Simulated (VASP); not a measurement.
Input:

```
WTe2
1.0
    3.47766     0.00000     0.00000
   -1.73883     3.01174     0.00000
    0.00000     0.00000    13.82425
W Te
2 4
Direct
  0.33333   0.66667   0.25000
  0.66667   0.33333   0.75000
  0.33333   0.66667   0.61927
  0.66667   0.33333   0.11927
  0.66667   0.33333   0.38073
  0.33333   0.66667   0.88073
```

Method: LDA (Ceperley-Alder, Perdew-Zunger) with spin-orbit coupling, VASP's LDA PAW potentials (set 64) (plane waves; VASP 6.6.1). Run with 400 eV cut-off, 7×7×2 Γ-centred mesh, Gaussian smearing of 0.050 eV, potentials W_sv Te.

The path is coarsely sampled, so an indirect gap can come out somewhat too large.

**Question.** Give the energies of bands 45 to 58 at the high-symmetry points, in eV from the valence-band maximum.

**Answer.** 
| band | Γ | M | K | A | L | H |
|---|---|---|---|---|---|---|
| 45 | -0.91 | -1.38 | -2.18 | -0.89 | -1.31 | -2.37 |
| 46 | -0.91 | -1.38 | -2.18 | -0.89 | -1.31 | -2.37 |
| 47 | -0.86 | -1.29 | -2.04 | -0.89 | -1.31 | -2.29 |
| 48 | -0.86 | -1.29 | -2.04 | -0.89 | -1.31 | -2.29 |
| 49 | -0.60 | -0.75 | -0.58 | -0.17 | -0.61 | -0.56 |
| 50 | -0.60 | -0.75 | -0.58 | -0.17 | -0.61 | -0.56 |
| 51 | -0.03 | -0.45 | 0.00 | -0.17 | -0.61 | -0.11 |
| 52 | -0.03 | -0.45 | 0.00 | -0.17 | -0.61 | -0.11 |
| 53 | 2.58 | 1.50 | 0.81 | 2.62 | 1.52 | 0.88 |
| 54 | 2.58 | 1.50 | 0.81 | 2.62 | 1.52 | 0.88 |
| 55 | 2.71 | 1.52 | 0.95 | 2.62 | 1.52 | 0.94 |
| 56 | 2.71 | 1.52 | 0.95 | 2.62 | 1.52 | 0.94 |
| 57 | 2.92 | 1.77 | 1.20 | 3.10 | 1.99 | 1.70 |
| 58 | 2.93 | 1.77 | 1.20 | 3.10 | 1.99 | 1.70 |

The gap is indirect, 0.75 eV, from the valence maximum at K to the conduction minimum at K-Γ at 0.50.

The structure was generated: Te2W was put into the 2H-MoS2 type (P6_3/mmc), which need not be its known phase. It was relaxed first, which changed the volume by -19 %.
